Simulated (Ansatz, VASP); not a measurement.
This is a calculation of Mg6ZrW for Ansatz 0.2.0.

File input.yaml:

```yaml
crystal:
  lattice:
    - [4.942009, 0.0, 0.0]
    - [0.0, 3.039532, 5.5742655]
    - [0.0, -3.039532, 5.5742655]
  atoms:
    - { symbol: W, position: [0.5, 0.698447, 0.698447] }
    - { symbol: Zr, position: [0.0, 0.800493, 0.800493] }
    - { symbol: Mg, position: [0.5, 0.175336, 0.175336] }
    - { symbol: Mg, position: [0.5, 0.680937, 0.174545] }
    - { symbol: Mg, position: [0.5, 0.174545, 0.680937] }
    - { symbol: Mg, position: [0.0, 0.328563, 0.328563] }
    - { symbol: Mg, position: [0.0, 0.814569, 0.327109] }
    - { symbol: Mg, position: [0.0, 0.327109, 0.814569] }
hamiltonian:
  xc: rpbe
  pseudopotentials: { kind: paw }
kpoints:
  mp_grid: { grid: [6, 5, 5] }
scf:
  occupations: { method: gaussian, width: 0.05 }
output:
  forces: true
  stress: true
  eigenvalues: true
```

Potentials or basis: Ansatz PAW.

Launch:

```sh
$ ansatz run input.yaml --threads 4 --pin off --max-ram 11264MiB --backend cpu --events-out ev --progress --plain --runs-dir out
```

Problem. Set up the same calculation for VASP 6.6.1. Potentials there: VASP PAW PBE potentials, release 64 (W_sv, Zr_sv, Mg).

Solution. As run (the cutoff follows the program's own potentials):

The input INCAR:

```
PREC = Accurate ; ENCUT = 520
EDIFF = 1E-7 ; ISMEAR = 0
SIGMA = 0.05 ; LREAL = False
LASPH = True ; NELM = 60
ALGO = Normal ; ISIF = 2
LWAVE = False ; LCHARG = True
GGA = RP ; LELF = True
LVHAR = True ; NBANDS = 29
```

The input KPOINTS:

```
regular mesh
0
Gamma
  6 5 5
```

File POSCAR:

```
Mg6ZrW
1.0
    4.9420090000      0.0000000000      0.0000000000
    0.0000000000      3.0395320000      5.5742655000
    0.0000000000     -3.0395320000      5.5742655000
W Zr Mg
1 1 6
Cartesian
    2.4710045000      0.0000000000      7.7866580314
    0.0000000000      0.0000000000      8.9243210258
    2.4710045000      0.0000000000      1.9547388314
    2.4710045000      1.5391946885      4.7686837985
    2.4710045000     -1.5391946885      4.7686837985
    0.0000000000      0.0000000000      3.6629947910
    0.0000000000      1.4816502687      6.3640162875
    0.0000000000     -1.4816502687      6.3640162875
```

Potentials or basis: VASP PAW PBE potentials, release 64 (W_sv, Zr_sv, Mg).

Command:

```sh
$ cat potpaw_PBE.64/W_sv/POTCAR potpaw_PBE.64/Zr_sv/POTCAR potpaw_PBE.64/Mg/POTCAR > POTCAR
$ mpirun -np 1 vasp_std > vasp.out
```

Both were run:

|  | VASP | Ansatz | Ansatz less VASP |
| --- | --- | --- | --- |
| gap on the k mesh at the Fermi level (eV) | none | none | - |
| pressure (GPa) | 1.5 | 1.7 | +0.16 |
| largest component of the traceless stress (GPa) | 0.22 | 0.24 | +0.020 |
| rms of the force components (eV/Å) | 0.010 | 0.009 | -0.0015 |

Atom by atom the forces differ by 0.005 eV/Å (rms over components). A gap of «none» marks a metal or a gap that the smearing closes. The two sets of potentials don't hold the same shells in valence.

Caveats: the PAW data sets were made with another functional, which shifts forces and pressure a little (VASP); the PAW data sets come from PBE, with cores solved anew for the run's functional, which leaves a small shift of forces and pressure (Ansatz). Spin-orbit coupling is left out, which matters for the levels of W.
